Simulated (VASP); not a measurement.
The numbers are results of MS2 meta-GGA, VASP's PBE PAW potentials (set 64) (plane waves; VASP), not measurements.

VASP input:

### POSCAR
```
FeAl
1
    2.8432711880    -0.0000000000     0.0000000000
   -0.0000000000     2.8432711880    -0.0000000000
    0.0000000000    -0.0000000000     2.8432711880
Al Fe
1 1
Direct
  0.5000000000   0.5000000000   0.5000000000
  0.0000000000   0.0000000000   0.0000000000
```

**KPOINTS**
```
K-points
0
gamma
 12 12 12
```

INCAR:
```
# general
SYSTEM  = FeAl
PREC    = Accurate
ENCUT   = 520
LREAL   = .False.
LASPH   = .True.

# electronic loop
EDIFF   = 1E-6
NELM    = 100
ALGO    = Normal
LMAXMIX = 4
LMIXTAU = .True.

# smearing
ISMEAR  = 1
SIGMA   = 0.1

# functional
METAGGA = MS2

# ions
IBRION  = 2
NSW     = 60
ISIF    = 3
EDIFFG  = -0.01

# output
LWAVE   = .False.
LCHARG  = .False.
```

POTCAR, in this order: Al Fe (PBE.64 set). Program: vasp_std.

Output

File OSZICAR:
```
       N       E                     dE             d eps       ncg     rms          rms(c)
DAV:   1     0.226006766472E+02    0.22601E+02   -0.51406E+03  1528   0.127E+03
DAV:   2    -0.267874980708E+02   -0.49388E+02   -0.47545E+02  1530   0.191E+02
DAV:   3    -0.284432326606E+02   -0.16557E+01   -0.16055E+01  1759   0.476E+01
DAV:   4    -0.284820255538E+02   -0.38793E-01   -0.38719E-01  1961   0.635E+00
DAV:   5    -0.284826856291E+02   -0.66008E-03   -0.66002E-03  1889   0.746E-01    0.292E+01
DAV:   6    -0.318792196694E+02   -0.33965E+01   -0.22970E+02  1650   0.266E+02    0.332E+01
DAV:   7    -0.196956488402E+02    0.12184E+02   -0.82139E+01  1674   0.120E+02    0.844E+00
DAV:   8    -0.196909338817E+02    0.47150E-02   -0.69323E-01  1913   0.101E+01    0.609E+00
DAV:   9    -0.197162671768E+02   -0.25333E-01   -0.30376E-02  2079   0.282E+00    0.314E+00
DAV:  10    -0.197387830399E+02   -0.22516E-01   -0.16014E-01  1678   0.683E+00    0.857E-01
DAV:  11    -0.197664855297E+02   -0.27702E-01   -0.20722E-01  1696   0.900E+00    0.103E+00
DAV:  12    -0.197453587494E+02    0.21127E-01   -0.64139E-02  1709   0.438E+00    0.391E-01
DAV:  13    -0.197414218450E+02    0.39369E-02   -0.21599E-02  1777   0.264E+00    0.229E-01
DAV:  14    -0.197413048297E+02    0.11702E-03   -0.75955E-04  2002   0.409E-01    0.103E-01
DAV:  15    -0.197413199999E+02   -0.15170E-04   -0.21230E-04  1633   0.292E-01    0.296E-02
DAV:  16    -0.197413678089E+02   -0.47809E-04   -0.86088E-05  1805   0.196E-01    0.313E-02
DAV:  17    -0.197413460644E+02    0.21744E-04   -0.50853E-05  1760   0.120E-01    0.493E-03
DAV:  18    -0.197413458956E+02    0.16882E-06   -0.68690E-07   800   0.141E-02
   1 F= -.19741346E+02 E0= -.19740831E+02  d E =-.197413E+02
```

OUTCAR:
```
------------------------ aborting loop because EDIFF is reached ----------------------------------------
  FORCE on cell =-STRESS in cart. coord.  units (eV):
  Direction    XX          YY          ZZ          XY          YZ          ZX
  --------------------------------------------------------------------------------------
  Total        0.0014300      0.0014300      0.0014300     -0.0000000      0.0000000     -0.0000000
  in kB        0.0996773      0.0996773      0.0996773     -0.0000000      0.0000000     -0.0000000
  external PRESSURE =       0.0996773 kB  Pullay stress =       0.0000000 kB
  volume of cell :       22.99
      direct lattice vectors                 reciprocal lattice vectors
     2.843271188  0.000000000  0.000000000     0.351707570  0.000000000  0.000000000
     0.000000000  2.843271188  0.000000000     0.000000000  0.351707570  0.000000000
     0.000000000  0.000000000  2.843271188     0.000000000  0.000000000  0.351707570
 POSITION                                       TOTAL-FORCE (eV/Angst)
 -----------------------------------------------------------------------------------
      1.42164      1.42164      1.42164         0.000000      0.000000      0.000000
      0.00000      0.00000      0.00000         0.000000      0.000000      0.000000
 -----------------------------------------------------------------------------------
    total drift:                               -0.000000      0.000000      0.000000
  FREE ENERGIE OF THE ION-ELECTRON SYSTEM (eV)
  ---------------------------------------------------
  free  energy   TOTEN  =       -19.7413458956 eV

  energy  without entropy=      -19.7398015935  energy(sigma->0) =      -19.74083113

 reached required accuracy - stopping structural energy minimisation
```
(Selected blocks of OUTCAR.)

The compound is FeAl in the CsCl type structure. It was relaxed first, which changed the volume by -7 %. The start is the result of an earlier pass. The run is not spin-polarised, so no magnetic state was tried. The electron count is odd and the run is not spin-polarised, which forces a metal.
